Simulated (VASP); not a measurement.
A cell of TiAl (L1_0) near equilibrium:

```
CELL_PARAMETERS angstrom
      2.82335     0.00000     0.00000
      0.00000     2.82335     0.00000
      0.00000     0.00000     4.05982
ATOMIC_POSITIONS crystal
  Ti 0.00000 0.00000 0.00000
  Al 0.50000 0.50000 0.50000
```

The numbers are results of PBE GGA, VASP's PBE PAW potentials (set 64) (plane waves; VASP), not measurements.

```json
[
 {"run": "as it is", "ΔE (meV/atom)": "0.0", "σxx": "0.27", "σyy": "0.27", "σzz": "0.24", "largest shear component, with its sign (GPa)": "0.00", "largest force (eV/Å)": "0.000"},
 {"run": "after one change", "ΔE (meV/atom)": "15.3", "σxx": "4.21", "σyy": "4.21", "σzz": "7.22", "largest shear component, with its sign (GPa)": "0.00", "largest force (eV/Å)": "0.000"}
]
```
Stress is in GPa, positive when the cell is compressed.

### Question
Which change was made?
(A) uniaxial strain of -4.0 % along z
(B) atom 2 (Al) moved by -0.050 Å along z
(C) biaxial strain of -1.0 % in the xy plane
(D) atom 2 (Al) moved by 0.150 Å along x

### Answer
A, uniaxial strain of -4.0 % along z

The compound is TiAl in the L1_0 structure. The electron count is odd and the run is not spin-polarised, which forces a metal.
